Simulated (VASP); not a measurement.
These are AM05 GGA, VASP's PBE PAW potentials (set 64) (plane waves; VASP 6.6.1) values and carry that method's errors.

The input files of a VASP run:

### KPOINTS
```
Automatic mesh
0
Gamma
5 5 7
0 0 0
```

**POSCAR**
```
MgH2
1
    4.5455763196     0.0000000000     0.0000000000
    0.0000000000     4.5455763196     0.0000000000
    0.0000000000     0.0000000000     3.0356815672
Mg H
2 4
Direct
  0.0000000000   0.0000000000   0.0000000000
  0.5000000000   0.5000000000   0.5000000000
  0.3042979983   0.3042979983   0.0000000000
  0.8042979983   0.1957020017   0.5000000000
  0.1957020017   0.8042979983   0.5000000000
  0.6957020017   0.6957020017   0.0000000000
```

**INCAR**
```
SIGMA = 0.05   ! width (eV)
ISIF = 4
GGA = AM   ! AM05
EDIFFG = -0.01   ! ionic stop
IBRION = 2   ! conjugate gradients
NSW = 30   ! most ionic steps
EDIFF = 1E-7
ENCUT = 520
LASPH = .TRUE.   ! aspherical one-centre terms
LWAVE = .FALSE.
ISMEAR = 0   ! Gaussian
LREAL = .FALSE.   ! projection in real space or not
SYSTEM = MgH2
PREC = Accurate
ALGO = Normal   ! blocked Davidson
LCHARG = .FALSE.
NELM = 100   ! most electronic steps
```

POTCAR, in this order: Mg H (PBE.64 set). Program: vasp_std.

What VASP printed:

**OUTCAR**
```
 ion  position               nearest neighbor table
   1  0.000  0.000  0.000-   3 1.96   6 1.96   5 1.97   4 1.97   4 1.97   5 1.97   2 3.55   2 3.55
                             2 3.55   2 3.55   2 3.55   2 3.55   2 3.55   2 3.55
   2  0.500  0.500  0.500-   4 1.96   5 1.96   3 1.97   6 1.97   3 1.97   6 1.97   1 3.55   1 3.55
                             1 3.55   1 3.55   1 3.55   1 3.55   1 3.55   1 3.55
   3  0.304  0.304  0.000-   1 1.96   2 1.97   2 1.97
   4  0.804  0.196  0.500-   2 1.96   1 1.97   1 1.97
   5  0.196  0.804  0.500-   2 1.96   1 1.97   1 1.97
   6  0.696  0.696  0.000-   1 1.96   2 1.97   2 1.97
  LATTYP: Found a simple tetragonal cell.
 ALAT       =     4.5455763196
 C/A-ratio  =     0.6678320534
 Subroutine PRICEL returns:
 Original cell was already a primitive cell.
 Subroutine GETGRP returns: Found 16 space group operations
The static configuration has the point symmetry D_2h.
 The point group associated with its full space group is D_4h.
The dynamic configuration has the point symmetry D_2h.
 Subroutine INISYM returns: Found 16 space group operations
 Subroutine IBZKPT returns following result:
 Found     24 irreducible k-points:

 Following reciprocal coordinates:
            Coordinates               Weight
  0.000000  0.000000  0.000000      1.000000
  0.200000  0.000000  0.000000      4.000000
  0.400000  0.000000  0.000000      4.000000
  0.200000  0.200000  0.000000      4.000000
  0.400000  0.200000  0.000000      8.000000
  0.400000  0.400000  0.000000      4.000000
  0.000000  0.000000  0.142857      2.000000
  0.200000  0.000000  0.142857      8.000000
  0.400000  0.000000  0.142857      8.000000
  0.200000  0.200000  0.142857      8.000000
  0.400000  0.200000  0.142857     16.000000
  0.400000  0.400000  0.142857      8.000000
  0.000000  0.000000  0.285714      2.000000
  0.200000  0.000000  0.285714      8.000000
  0.400000  0.000000  0.285714      8.000000
  0.200000  0.200000  0.285714      8.000000
  0.400000  0.200000  0.285714     16.000000
  0.400000  0.400000  0.285714      8.000000
  0.000000  0.000000  0.428571      2.000000
  0.200000  0.000000  0.428571      8.000000
  0.400000  0.000000  0.428571      8.000000
  0.200000  0.200000  0.428571      8.000000
  0.400000  0.200000  0.428571     16.000000
  0.400000  0.400000  0.428571      8.000000
   k-points           NKPTS =     24   k-points in BZ     NKDIM =     24   number of bands    NBANDS=      8
   number of dos      NEDOS =    301   number of ions     NIONS =      6
   total plane-waves  NPLWV =  31104
   dimension x,y,z NGX =    36 NGY =   36 NGZ =   24
   dimension x,y,z NGXF=    72 NGYF=   72 NGZF=   48
   ions per type =               2   4
   PREC   = accura    normal or accurate (medium, high low for compatibility)
   ISTART =      0    job   : 0-new  1-cont  2-samecut
   ICHARG =      2    charge: 1-file 2-atom 10-const
   ISPIN  =      1    spin polarized calculation?
   LNONCOLLINEAR =      F non collinear calculations
   LSORBIT =      F    spin-orbit coupling
   INIWAV =      1    electr: 0-lowe 1-rand  2-diag
   ENCUT  =  520.0 eV  38.22 Ry    6.18 a.u.   8.45  8.45  5.64*2*pi/ulx,y,z
   NELM   =    100;   NELMIN=  2; NELMDL= -5     # of ELM steps
   EDIFF  = 0.1E-06   stopping-criterion for ELM
   LREAL  =      F    real-space projection
   NLSPLINE    = F    spline interpolate recip. space projectors
   LMAXMIX     =    2 max onsite mixed and CHGCAR
   VOSKOWN=      0    Vosko Wilk Nusair interpolation
   EDIFFG = -.1E-01   stopping-criterion for IOM
   NSW    =     30    number of steps for IOM
   NBLOCK =      1;   KBLOCK =     30    inner block; outer block
   IBRION =      2    ionic relax: 0-MD 1-quasi-New 2-CG
   NFREE  =      1    steps in history (QN), initial steepest desc. (CG)
   ISIF   =      4    stress and relaxation
   ISYM   =      2    0-nonsym 1-usesym 2-fastsym
...
```

### OSZICAR
```
       N       E                     dE             d eps       ncg     rms          rms(c)
DAV:   1     0.171595400056E+01    0.17160E+01   -0.31921E+03   400   0.764E+02
DAV:   2    -0.176843316958E+02   -0.19400E+02   -0.18315E+02   496   0.797E+01
DAV:   3    -0.183091698621E+02   -0.62484E+00   -0.62484E+00   536   0.205E+01
DAV:   4    -0.183103079113E+02   -0.11380E-02   -0.11380E-02   520   0.903E-01
DAV:   5    -0.183103151961E+02   -0.72848E-05   -0.72848E-05   560   0.566E-02    0.595E+00
DAV:   6    -0.175095592638E+02    0.80076E+00   -0.63627E-01   432   0.476E+00    0.306E+00
DAV:   7    -0.172369029736E+02    0.27266E+00   -0.80635E-01   400   0.583E+00    0.465E-01
DAV:   8    -0.172443026596E+02   -0.73997E-02   -0.16230E-02   472   0.102E+00    0.515E-02
DAV:   9    -0.172443483405E+02   -0.45681E-04   -0.28270E-04   536   0.139E-01    0.189E-02
DAV:  10    -0.172443839543E+02   -0.35614E-04   -0.62737E-05   456   0.680E-02    0.683E-03
DAV:  11    -0.172443832657E+02    0.68859E-06   -0.35988E-06   520   0.110E-02    0.234E-03
DAV:  12    -0.172443832354E+02    0.30262E-07   -0.34085E-07   464   0.454E-03
   1 F= -.17244383E+02 E0= -.17244383E+02  d E =-.172444E+02
       N       E                     dE             d eps       ncg     rms          rms(c)
DAV:   1    -0.172444798362E+02   -0.96570E-04   -0.12410E-03   448   0.279E-01    0.135E-02
DAV:   2    -0.172444775743E+02    0.22618E-05   -0.91368E-06   432   0.263E-02    0.797E-03
DAV:   3    -0.172444762671E+02    0.13072E-05   -0.38368E-06   480   0.111E-02    0.734E-04
DAV:   4    -0.172444762800E+02   -0.12969E-07   -0.65316E-08   296   0.219E-03
   2 F= -.17244476E+02 E0= -.17244476E+02  d E =-.930446E-04
```

**OUTCAR**
```
------------------------ aborting loop because EDIFF is reached ----------------------------------------
  FORCE on cell =-STRESS in cart. coord.  units (eV):
  Direction    XX          YY          ZZ          XY          YZ          ZX
  --------------------------------------------------------------------------------------
  Total       -0.5434839     -0.5434839     -0.6312036      0.0000000      0.0000000      0.0000000
  in kB      -13.8823537    -13.8823537    -16.1230022      0.0000000      0.0000000      0.0000000
  external PRESSURE =     -14.6292366 kB  Pullay stress =       0.0000000 kB
  volume of cell :       62.72
      direct lattice vectors                 reciprocal lattice vectors
     4.547046733  0.000000000  0.000000000     0.219922965  0.000000000  0.000000000
     0.000000000  4.547046733  0.000000000     0.000000000  0.219922965  0.000000000
     0.000000000  0.000000000  3.033718541     0.000000000  0.000000000  0.329628470
 POSITION                                       TOTAL-FORCE (eV/Angst)
 -----------------------------------------------------------------------------------
      4.54705      4.54705      3.03372         0.000000      0.000000      0.000000
      2.27352      2.27352      1.51686         0.000000      0.000000      0.000000
      1.38409      1.38409      0.00000         0.005925      0.005925     -0.000000
      3.65761      0.88944      1.51686         0.005925     -0.005925      0.000000
      0.88944      3.65761      1.51686        -0.005925      0.005925     -0.000000
      3.16296      3.16296      3.03372        -0.005925     -0.005925      0.000000
 -----------------------------------------------------------------------------------
    total drift:                               -0.000000      0.000000     -0.000000
  FREE ENERGIE OF THE ION-ELECTRON SYSTEM (eV)
  ---------------------------------------------------
  free  energy   TOTEN  =       -17.2444762800 eV

  energy  without entropy=      -17.2444762800  energy(sigma->0) =      -17.24447628

 reached required accuracy - stopping structural energy minimisation
```
(Selected blocks of OUTCAR.)

### CONTCAR
```
MgH2
   1.00000000000000
     4.5470467334637510    0.0000000000000000    0.0000000000000000
     0.0000000000000000    4.5470467334637510    0.0000000000000000
     0.0000000000000000    0.0000000000000000    3.0337185407382425
  Mg              H
     2     4
Direct
     1.0000000000000000    1.0000000000000000    1.0000000000000000
     0.5000000000000000    0.5000000000000000    0.5000000000000000
     0.3043924745134302    0.3043924745134302    0.0000000000000000
     0.8043924745134302    0.1956075254865698    0.5000000000000000
     0.1956075254865698    0.8043924745134302    0.5000000000000000
     0.6956075254865698    0.6956075254865698    1.0000000000000000
```

The compound is MgH2 in the rutile structure. This cell is one point of a volume scan, at 1.03 of the reference volume. Symmetry was kept, so distortions that lower it aren't found.
